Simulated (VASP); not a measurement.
```xyz
2
Lattice="0.0000 2.8380 2.8380 2.8380 0.0000 2.8380 2.8380 2.8380 0.0000" Properties=species:S:1:pos:R:3 pbc="T T T"
Ge     0.0000     0.0000     0.0000
Ge     1.4190     1.4190     1.4190
```

Level of theory: r2SCAN meta-GGA, VASP's PBE PAW potentials (set 64) (plane waves; VASP). Settings: 500 eV cut-off, 8×8×8 Γ-centred mesh, Gaussian smearing of 0.050 eV, potentials Ge_d.

Energy and stress use the plane-wave basis of the starting cell.

### Question
The ions, cell shape and volume at an external pressure of 5.0 GPa are relaxed. Which structure does the run end with?

### Answer

```xyz
2
Lattice="0.0000 2.7813 2.7813 2.7813 0.0000 2.7813 2.7813 2.7813 0.0000" Properties=species:S:1:pos:R:3 pbc="T T T"
Ge     0.0000     0.0000     0.0000
Ge     1.3907     1.3907     1.3907
```
Space group Fd-3m (227), at a tolerance of 0.03 Å.

### Question
How do energy and volume change from the first to the last step?

### Answer
The energy (σ→0) changes by +18.9 meV/atom and the volume by -5.9 %, in 3 ionic steps.

The compound is Ge in the diamond structure. This run relaxes it under an external pressure of 5 GPa. Symmetry was kept, so distortions that lower it aren't found.
